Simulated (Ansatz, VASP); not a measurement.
**Sn in two plane-wave programs**

One calculation is typed for both programs; each brings its own data sets. How far apart do they land? Of the first pair: The cell is taken from a series of runs on this material, whose earlier steps may have relaxed, scaled, displaced or heated it; both programs get it as it stands.

Main program and level: Ansatz 0.2.0; plane waves, with VASP 6.6.1 beside it; relaxation of cell and atoms at RPBE.

## (1) Starting point

It takes space group Fd-3m (No. 227, cubic). Conventional cell: a = 6.732 Å, b = 6.732 Å, c = 6.732 Å, α = 90.00°, β = 90.00°, γ = 90.00°. Sn has 4 Sn at 2.92 Å nearest.

Coordinates:

```cif
data_structure
_symmetry_space_group_name_H-M 'P 1'
_symmetry_Int_Tables_number 1
_cell_length_a 4.7605
_cell_length_b 4.7605
_cell_length_c 4.7605
_cell_angle_alpha 60.000
_cell_angle_beta 60.000
_cell_angle_gamma 60.000
_cell_volume 76.29
loop_
_atom_site_label
_atom_site_type_symbol
_atom_site_fract_x
_atom_site_fract_y
_atom_site_fract_z
_atom_site_occupancy
Sn1 Sn 0.00000 0.00000 0.00000 1
Sn2 Sn 0.25000 0.25000 0.25000 1
```

## (2) VASP: relaxation of cell and atoms, RPBE, pair 1

The relaxed volume is the usual yardstick between codes: in a stiff, nearly cubic crystal its relative difference is about their pressure difference at one cell divided by the bulk modulus.

Lines of VASP's logs that name or quote its potential files are left out, and so is its time.

INCAR reads:

```
SYSTEM = Sn
PREC = Accurate
ENCUT = 500
EDIFF = 1E-07
NELM = 120
ISMEAR = 0
SIGMA = 0.1
LREAL = .FALSE.
ALGO = Normal
GGA = RP
NBANDS = 20
LORBIT = 11
LWAVE = .FALSE.
LCHARG = .FALSE.
ISIF = 3
IBRION = 2
NSW = 80
EDIFFG = -0.005
LASPH = .TRUE.
GGA_COMPAT = .FALSE.
NELMIN = 4
KPAR = 2
```

POSCAR reads:

```
Sn
1.0
    0.0000000000      3.3662150000      3.3662150000
    3.3662150000      0.0000000000      3.3662150000
    3.3662150000      3.3662150000      0.0000000000
Sn
2
Direct
    0.0000000000      0.0000000000      0.0000000000
    0.2499999257      0.2499999257      0.2499999257
```

KPOINTS reads:

```
Automatic mesh
0
Gamma
14 14 14
0 0 0
```

The projector-augmented-wave data sets are Sn_d (PBE family, release 64).

Run with:

```bash
> mpirun -np 2 vasp_std
```

Numbers of over 12 decimals in the logs are rounded to 6 here.

The log of the run:

```text
[banner, memory and clock lines left out]
running    2 mpi-ranks, on    1 nodes
 distrk:  each k-point on    1 cores,    2 groups
 distr:  one band on    1 cores,    1 groups

 POSCAR found type information on POSCAR Sn
 POSCAR found :  1 types and       2 ions
|                                                                             |
|               ----> ADVICE to this user running VASP <----                  |
|                                                                             |
|     You enforced a specific xc type in the INCAR file but a different       |
|     [... a line on the potential file left out ...]
|     I HOPE YOU KNOW WHAT YOU ARE DOING!                                     |
|                                                                             |

 LDA part: xc-table for (Slater+PW92), standard interpolation
 POSCAR, INCAR and KPOINTS ok, starting setup
 FFT: planning ... GRIDC
 FFT: planning ... GRID_SOFT
 FFT: planning ... GRID
 WAVECAR not read
 entering main loop
       N       E                     dE             d eps       ncg     rms          rms(c)
DAV:   2     0.161880323688E+02   -0.20331E+03   -0.19964E+03  4176   0.436E+02
DAV:   3    -0.624774833467E+01   -0.22436E+02   -0.22287E+02  4704   0.141E+02
DAV:   4    -0.700373047750E+01   -0.75598E+00   -0.75553E+00  4704   0.287E+01
DAV:   5    -0.703577724373E+01   -0.32047E-01   -0.32046E-01  5848   0.550E+00    0.280E+00
DAV:   6    -0.703168260559E+01    0.40946E-02   -0.23717E-02  5428   0.190E+00    0.167E+00
DAV:   7    -0.703494815313E+01   -0.32655E-02   -0.37512E-02  4496   0.209E+00    0.158E-01
DAV:   8    -0.703820741047E+01   -0.32593E-02   -0.62016E-03  4448   0.813E-01    0.535E-02
DAV:   9    -0.703917593972E+01   -0.96853E-03   -0.13753E-03  4400   0.195E-01    0.164E-02
DAV:  10    -0.703931657526E+01   -0.14064E-03   -0.27828E-04  4628   0.932E-02    0.887E-03
DAV:  11    -0.703933627779E+01   -0.19703E-04   -0.51792E-05  4436   0.408E-02    0.100E-03
DAV:  12    -0.703933605255E+01    0.22524E-06   -0.11971E-06  3888   0.856E-03    0.126E-03
DAV:  13    -0.703933616697E+01   -0.11442E-06   -0.24867E-07  3656   0.357E-03    0.395E-04
DAV:  14    -0.703933611775E+01    0.49224E-07   -0.70280E-08  3660   0.269E-03
   1 F= -.70393361E+01 E0= -.70388671E+01  d E =-.703934E+01
 curvature:   0.00 expect dE= 0.000E+00 dE for cont linesearch  0.000E+00
 trial: gam= 0.00000 g(F)=  0.903E-40 g(S)=  0.120E-04 ort = 0.000E+00 (trialstep = 0.100E+01)
 search vector abs. value=  0.120E-04
 bond charge predicted
       N       E                     dE             d eps       ncg     rms          rms(c)
DAV:   1    -0.703960376846E+01   -0.26760E-03   -0.55766E-03  4796   0.117E+00    0.858E-02
DAV:   2    -0.703939041537E+01    0.21335E-03   -0.35021E-04  5188   0.297E-01    0.388E-02
DAV:   3    -0.703934254478E+01    0.47871E-04   -0.14551E-04  5564   0.182E-01    0.534E-03
DAV:   4    -0.703934361159E+01   -0.10668E-05   -0.60175E-06  4748   0.294E-02    0.157E-03
DAV:   5    -0.703934422026E+01   -0.60866E-06   -0.30554E-07  4644   0.562E-03    0.761E-04
DAV:   6    -0.703934448684E+01   -0.26658E-06   -0.11145E-07  3352   0.442E-03    0.498E-04
DAV:   7    -0.703934457701E+01   -0.90169E-07   -0.12033E-08  2300   0.149E-03
   2 F= -.70393446E+01 E0= -.70388756E+01  d E =-.845926E-05
 trial-energy change:   -0.000008  1 .order   -0.000006   -0.000012   -0.000001
 step:   1.0286(harm=  1.0619)  dis= 0.00000  next Energy=    -7.039345 (dE=-0.847E-05)
 reached required accuracy - stopping structural energy minimisation
```

OUTCAR, selected parts (step 2):

```text
ion  position               nearest neighbor table
   1  0.000  0.000  0.000-   2 2.92   2 2.92   2 2.92   2 2.92
   2  0.250  0.250  0.250-   1 2.92   1 2.92   1 2.92   1 2.92

  LATTYP: Found a face centered cubic cell.
 ALAT       =     6.7324300000

 Subroutine GETGRP returns: Found 48 space group operations
 (whereof 24 operations were pure point group operations)

The static configuration has the point symmetry T_d .
 The point group associated with its full space group is O_h .

 Found    104 irreducible k-points:

   k-points           NKPTS =    104   k-points in BZ     NKDIM =    104   number of bands    NBANDS=     20

   dimension x,y,z NGX =    36 NGY =   36 NGZ =   36
   dimension x,y,z NGXF=    72 NGYF=   72 NGZF=   72

   ENCUT  =  500.0 eV  36.75 Ry    6.06 a.u.   8.68  8.68  8.68*2*pi/ulx,y,z

   NELECT =      28.0000    total number of electrons

 k-points in reciprocal lattice and weights: Automatic mesh
   0.00000000  0.00000000  0.00000000       0.000
   0.07142857  0.00000000  0.00000000       0.003
   0.14285714  0.00000000  0.00000000       0.003
   0.21428571  0.00000000  0.00000000       0.003
   0.28571429  0.00000000  0.00000000       0.003
   0.35714286  0.00000000  0.00000000       0.003
   0.42857143  0.00000000  0.00000000       0.003
   0.50000000  0.00000000  0.00000000       0.001
   0.07142857  0.07142857  0.00000000       0.002
[...]
-0.28571429  0.42857143  0.21428571       0.009
  -0.28571429  0.50000000  0.21428571       0.004

 average (electrostatic) potential at core
       1-102.4541       2-102.4541

 E-fermi :   4.6700

 k-point     1 :       0.0000    0.0000    0.0000
  band No.  band energies     occupation
    ...
      8     -16.5995      2.00000
      9     -16.5995      2.00000
     10     -16.5995      2.00000
     11      -5.2156      2.00000
     12       3.3816      2.00000
     13       4.7586      0.21023
     14       4.7586      0.21017
     15       4.7586      0.21017
     16       6.8227      0.00000
     17       6.8227      0.00000
    ...

 k-point     2 :       0.0714    0.0000    0.0000
  band No.  band energies     occupation
    ...
     10     -16.5895      2.00000
     11      -5.1716      2.00000
     12       2.9292      2.00000
     13       4.6700      1.00025
     14       4.6700      1.00015
     15       4.9506      0.00007
     16       6.9397      0.00000
     17       6.9397      0.00000
     18       6.9935      0.00000
     19      10.0720      0.00000
    ...

 k-point     3 :       0.1429    0.0000    0.0000
  band No.  band energies     occupation
    ...
     10     -16.5802      2.00000
     11      -5.0409      2.00000
     12       2.0764      2.00000
     13       4.4621      1.99673
     14       4.4621      1.99672
     15       5.0514      0.00000
     16       7.2161      0.00000
     17       7.2161      0.00000
     18       7.5453      0.00000
     19      10.6360      0.00000
    ...

  Total       -0.0007493     -0.0007493     -0.0007493      0.0000000      0.0000000     -0.0000000
  in kB       -0.0157522     -0.0157522     -0.0157522      0.0000000      0.0000000     -0.0000000
  external PRESSURE =      -0.0157522 kB  Pullay stress =       0.0000000 kB

  energy-cutoff  :      500.00
  volume of cell :       76.22
      direct lattice vectors                 reciprocal lattice vectors
     0.000000000  3.365171054  3.365171054    -0.148580857  0.148580857  0.148580857
     3.365171054  0.000000000  3.365171054     0.148580857 -0.148580857  0.148580857
     3.365171054  3.365171054  0.000000000     0.148580857  0.148580857 -0.148580857

 POSITION                                       TOTAL-FORCE (eV/Angst)
 -----------------------------------------------------------------------------------
      6.73034      6.73034      6.73034        -0.000000      0.000000      0.000000
      1.68259      1.68259      1.68259         0.000000     -0.000000     -0.000000
 -----------------------------------------------------------------------------------
    total drift:                                0.000267      0.000267      0.000267

  FREE ENERGIE OF THE ION-ELECTRON SYSTEM (eV)
  ---------------------------------------------------
  free  energy   TOTEN  =        -7.0393445770 eV

  energy  without entropy=       -7.0384066487  energy(sigma->0) =       -7.03887561

 reached required accuracy - stopping structural energy minimisation

 total charge
# of ion       s       p       d       tot
------------------------------------------
    1        1.182   1.117   9.956  12.254
    2        1.182   1.117   9.956  12.254
--------------------------------------------------
tot          2.363   2.234  19.911  24.508

[... 3 further parts left out ...]
```

CONTCAR:

```
Sn
   1.00000000000000
     0.0000000000000000    3.3651710543212543    3.3651710543212543
     3.3651710543212543    0.0000000000000000    3.3651710543212543
     3.3651710543212543    3.3651710543212543    0.0000000000000000
  Sn
     2
Direct
     1.0000000000000000    1.0000000000000000    1.0000000000000000
     0.2499999257000027    0.2499999257000027    0.2499999257000027
```

## (3) Ansatz: relaxation of cell and atoms, RPBE, pair 1

Ansatz runs on its default PAW (the set named soft_2) files.

The same cell, functional, mesh and smearing now go to Ansatz, which takes its cutoff from its data sets.

input.yaml reads:

```yaml
crystal:
  lattice:
    - [0.0, 3.3662148765, 3.3662148765]
    - [3.3662148765, 0.0, 3.3662148765]
    - [3.3662148765, 3.3662148765, 0.0]
  atoms:
    - { symbol: Sn, position: [0.0, 0.0, 0.0] }
    - { symbol: Sn, position: [0.25, 0.25, 0.25] }
kpoints:
  mp_grid: { grid: [14, 14, 14] }
hamiltonian:
  xc: rpbe
scf:
  occupations: { method: gaussian, width: 0.1 }
output:
  forces: true
  stress: true
  eigenvalues: true
relax:
  adjacent_minimum: "off"
  f_tol: 0.005
  max_steps: 80
  cell: { stress_tol: 0.05 }
```

Run with:

```bash
> ansatz run input.yaml --threads 4 --pin off --max-ram 14336MiB --backend cpu --events-out ev --progress --plain --runs-dir out
```

The log of the run:

```text
Engine: ansatz 0.2.0, x86_64-unknown-linux-gnu
Pseudopotentials: kind: paw
Pseudopotential: Sn, paw, valence charge 14, recommended cutoff 420 eV (normal), Sn.paw.azcp
Functional definition: RPBE
  parameter kappa = 0.804
  parameter beta = 0.066725
  exchange = rpbe_x(kappa = kappa, mu = beta*pi^2/3)
  correlation = pbe_c(beta = beta)
Crystal: 2 atoms, lattice volume = 76.288 Å³
Basis set: ecut = 420 eV, 1459 PW (Γ), exchange–correlation on 64×64×64 points (8 copies of the dense FFT grid, shifted against one another)
Bands: 18, of which v1, the nominal top of the filled ones, is band 14 counted from 1 (13 counted from 0)
Symmetry: 48 space group operations
Space group: Fd-3m (ITA 227), of the structure as read, at distance tolerance 4.2e-5 Å
k-points: 104 of 2744
Non-local potential: Sn, projectors of the file, l = 0: 2, l = 1: 2, l = 2: 2, l = 3: 2
PAW form: soft (Blöchl's): semilocal exchange-correlation on the pseudo side does not see the compensation charge
PAW frozen core: Sn, regenerated for the run's functional, and the local potential with it (the file was generated under x = pbe(κ = 0.804, μ = 0.219515), c = pbe(β = 0.066725))
PAW one-centre angular grid: Sn, 590 points (default); XC on 64 Gauss nodes
Initial density: superposition of atomic densities (neutral atoms: chi_scale 0, normalization atom), corrected by the library's trained network
Initial wavefunctions: pseudopotential atomic-orbital guess
Functional: x = rpbe, c = pbe(β = 0.066725)
SCF iter   1: F=—  HF=-12065.608669 eV  |F-HF|=—  |Δ(HF+E_count)|=         —  Δρ=2.48e-3  dr2=1.95e-3  ethr=1.77e-3  ⟨swp⟩=5.9  Hψ=9682  notcnv=0
preconditioner: auto → Kerker (q_TF=auto, 2.309 Å⁻¹)  [metal: Δε(μ)=0.007 eV  Ē_g=19.855 eV  σ=0.100 eV  W_gap=0.04  n_scr=14 (ndim 8)  ℏωp=22.5 eV  f_vac=0.127  D(μ)=0.19/eV (n_scr^D=0)]
SCF iter   2: F=—  HF=-12065.607569 eV  |F-HF|=—  |Δ(HF+E_count)|=   1.10e-3  Δρ=9.43e-4  dr2=4.52e-4  ethr=6.96e-6  ⟨swp⟩=2.1  Hψ=4185  notcnv=0
SCF iter   3: F=—  HF=-12065.607751 eV  |F-HF|=—  |Δ(HF+E_count)|=   1.81e-4  Δρ=4.76e-4  dr2=1.38e-4  ethr=1.61e-6  ⟨swp⟩=2.0  Hψ=2088  notcnv=0
SCF iter   4: F=—  HF=-12065.607829 eV  |F-HF|=—  |Δ(HF+E_count)|=   7.81e-5  Δρ=7.09e-5  dr2=9.28e-6  ethr=4.93e-7  ⟨swp⟩=2.0  Hψ=2290  notcnv=0
SCF iter   5: F=—  HF=-12065.607838 eV  |F-HF|=—  |Δ(HF+E_count)|=   8.81e-6  Δρ=3.33e-5  dr2=1.84e-6  ethr=3.31e-8  ⟨swp⟩=2.0  Hψ=2290  notcnv=0
SCF iter   6: F=-12065.607842 eV  HF=-12065.607842 eV  |F-HF|=2.42e-7  |Δ(HF+E_count)|=   3.87e-6  Δρ=1.10e-5  dr2=9.54e-8  ethr=3.57e-10  ⟨swp⟩=4.5  Hψ=9984  notcnv=0
SCF 1 converged in 6 iterations: F = -12065.607842 eV  dr2 = 9.54e-8
  greatest PAW one-centre occupation: 0.990 electrons in one spin orbital (limit 2), on the Sn atom at site 1 (counted from 0), in its partial waves of l = 2
relax step   1: F+E_penalty+E_count = -12065.60784182 eV  Δ(F+E_penalty+E_count) = +0.000e0 eV  max|allowed force component| = 9.252e-18 eV/Å  Δτ_max = 0.0000 Å  P = -0.007 GPa  Ω = 76.288 Å³  (6 SCF iters, dr2 threshold 1.00e-7 eV, accepted)
Initial density: handed on by an earlier stage of this run
Initial wavefunctions: pseudopotential atomic-orbital guess (no wavefunctions were taken with the density)
iter 1 solved again at ethr=3.26e-7 eV; its pass at ethr=3.10e-3 eV (dr2=9.12e-5 eV) is discarded
SCF iter   1: F=—  HF=-12065.607843 eV  |F-HF|=—  |Δ(HF+E_count)|=         —  Δρ=1.04e-5  dr2=8.84e-8  ethr=3.26e-7  ⟨swp⟩=2.9  Hψ=14098  notcnv=0
eigensolver tolerance schedule: the retry pair's looser diagonalisation over-reported the residual by 1031.17 of it (diagonalisation noise at 0.12 of the residual, at the tolerance the schedule requests for it); recorded, not acted on — ethr = c·dr2/N_el stays at c = 1.0e-1
preconditioner: auto → Kerker (q_TF=auto, 2.309 Å⁻¹)  [metal: Δε(μ)=0.088 eV  Ē_g=19.844 eV  σ=0.100 eV  W_gap=0.40  n_scr=14 (ndim 8)  ℏωp=22.5 eV  f_vac=0.127  D(μ)=0.19/eV (n_scr^D=0)]
SCF iter   2: F=—  HF=-12065.607842 eV  |F-HF|=—  |Δ(HF+E_count)|=   1.35e-6  Δρ=6.95e-6  dr2=4.73e-8  ethr=3.16e-10  ⟨swp⟩=2.8  Hψ=3487  notcnv=0
SCF iter   3: F=—  HF=-12065.607842 eV  |F-HF|=—  |Δ(HF+E_count)|=   1.79e-7  Δρ=2.86e-6  dr2=1.13e-8  ethr=1.69e-10  ⟨swp⟩=2.0  Hψ=3324  notcnv=0
SCF iter   4: F=—  HF=-12065.607842 eV  |F-HF|=—  |Δ(HF+E_count)|=   4.98e-8  Δρ=2.20e-6  dr2=2.87e-9  ethr=4.02e-11  ⟨swp⟩=2.0  Hψ=3336  notcnv=0
SCF iter   5: F=—  HF=-12065.607842 eV  |F-HF|=—  |Δ(HF+E_count)|=   1.29e-9  Δρ=9.07e-7  dr2=9.43e-10  ethr=1.03e-11  ⟨swp⟩=2.0  Hψ=3330  notcnv=0
SCF iter   6: F=—  HF=-12065.607842 eV  |F-HF|=—  |Δ(HF+E_count)|=   1.27e-9  Δρ=2.89e-7  dr2=4.01e-11  ethr=3.37e-12  ⟨swp⟩=2.0  Hψ=2308  notcnv=0
SCF iter   7: F=-12065.607842 eV  HF=-12065.607842 eV  |F-HF|=1.27e-11  |Δ(HF+E_count)|=  1.64e-11  Δρ=4.57e-8  dr2=1.38e-12  ethr=1.00e-12  ⟨swp⟩=6.7  Hψ=8807  notcnv=0
SCF 2 converged in 7 iterations: F = -12065.607842 eV  dr2 = 1.38e-12
relax step   2: F+E_penalty+E_count = -12065.60784193 eV  Δ(F+E_penalty+E_count) = -1.062e-7 eV  max|allowed force component| = 4.481e-18 eV/Å  Δτ_max = 0.0000 Å  P = -0.006 GPa  Ω = 76.288 Å³  stress off target by 6.00e-3 GPa  SCF on the basis re-selected at this cell (its energy is not comparable with the rows above)  (7 SCF iters)
basis re-selected at this cell: Δ(F+E_penalty+E_count) = -1.062e-7 eV, ΔP = +0.001 GPa vs the last step (what re-selecting the basis moved, of the pressure what is left beyond the Pulay correction that the steps carried, after the strain that the cell walked since its last selection, with what the two solves' SCF thresholds leave and, on support functions, any second-order correction that the steps lacked; it is no m [...]
SCF converged after 7 iterations
Free energy (F): -12065.607842 eV
Harris-Foulkes:  -12065.607842 eV  (|F-HF|=1.27e-11)
Internal energy: -12065.606903 eV  (E = F + TS)
E sigma→0 (E₀):  -12065.607372 eV
Entropy (-TS):   -0.000939 eV (-0.470 meV/atom)
Fermi energy:    6.624954 eV
--- Per-component energies (eV) ---
  E_band       = -277.001273
  E_kinetic    = 371.635465
  E_local      = -2435.462863  (includes V_loc(G=0)·N_el)
  E_nonlocal   = -65.567720
  E_hartree    = 1377.753018
  E_xc         = -764.319487
  E_vxc        = -188.160171  (∫ρ·V_xc dr)
  E_paw        = -8291.475348  (= ΣΔE_a)
  E_vpaw       = -714.952016  (= ΣTr[D̂ρ^β])
  E_aug_tail   = -0.000001  (compensation charges beyond the density's cutoff)
  E_ewald      = -2258.222521
  E_core_change = 0.052555  (= ΣΔE_core)
  E_smearing   = -0.000939  (= −TS)
  E_closure    = 0.000000  (closes the sum)
  Σ components = -12065.607842   (vs F -12065.607842, Δ=0.00e0)
--- Forces (eV/Å), atoms counted from 1 ---
  atom   1  Sn     0.00000000     0.00000000     0.00000000
  atom   2  Sn     0.00000000    -0.00000000     0.00000000
  max |Σ_I F_I| component: 4.63e-17 eV/Å
--- Stress (GPa, compression-positive) ---
       -0.005997      -0.000000       0.000000
        0.000000      -0.005997      -0.000000
       -0.000000       0.000000      -0.005997
  P = ⅓ Tr σ = -0.0060 GPa (-0.060 kbar)
--- Band table (eV; the first three rows and the last of 104) ---
  k-point 0: bands = [... 10 lower, -3.2553, 5.3343, 6.7131, 6.7131, 6.7131, 8.7782, 8.7782, 8.7782]
  k-point 1: bands = [... 10 lower, -3.2113, 4.8827, 6.6246, 6.6246, 6.9049, 8.8949, 8.8949, 8.9486]
  k-point 2: bands = [... 10 lower, -3.0807, 4.0310, 6.4170, 6.4170, 7.0061, 9.1710, 9.1710, 9.4996]
  k-point 103: bands = [... 10 lower, -0.4745, -0.4745, 4.0623, 4.0623, 9.5035, 9.5035, 10.9928, 10.9928]
--- Relaxed structure (1 steps of the walk, 1 accepted, 1 SCFs on fresh bases) ---
  F+E_penalty+E_count = -12065.60784193 eV   max|allowed force component| = 4.481e-18 eV/Å   (the final SCF, on the basis selected at the relaxed cell)
  cell:  # Å, volume = 76.2879 Å³
    - [0.0, 3.3662148765, 3.3662148765]
    - [3.3662148765, 0.0, 3.3662148765]
    - [3.3662148765, 3.3662148765, 0.0]
  atoms:
    - { symbol: Sn, position: [0.0, 0.0, 0.0] }
    - { symbol: Sn, position: [0.25, 0.25, 0.25] }
```

In the SCF lines HF is the Harris–Foulkes energy and dr2 the Hartree energy of the density residual, in eV; the loop may stop once dr2 is under the threshold and the program's other checks hold. Hψ counts applications of the Hamiltonian.

## (4) Comparison

Known differences besides the potentials themselves: the cutoff is 420 eV in Ansatz and 500 eV in VASP; Ansatz makes its cores anew for this functional, VASP keeps those of its PBE data sets; Ansatz adds a Pulay correction to the stress that steers its cell, VASP none. Total energies have different zeros and are not compared.

Both answers:

```
                                         quantity  Ansatz   VASP  difference
                                      volume (Å³)   76.29  76.22     +0.09 %
edge a after relaxation, in the typed setting (Å)   4.761  4.759     +0.03 %
```

(Continued in part 2 of 2.)

[Lines on the potential files, build, host, timing and source positions are cut from VASP's logs without a mark.]

[Logs are printed without paths, hosts, clocks, repeated set-up lines and the standing remarks that a program may print on its own settings, such as how far it seeks lower states.]

[Hosts, paths, dates, database ids (printed as entryN), source tags and the programs' standing remarks are cut or masked in the printed files.]
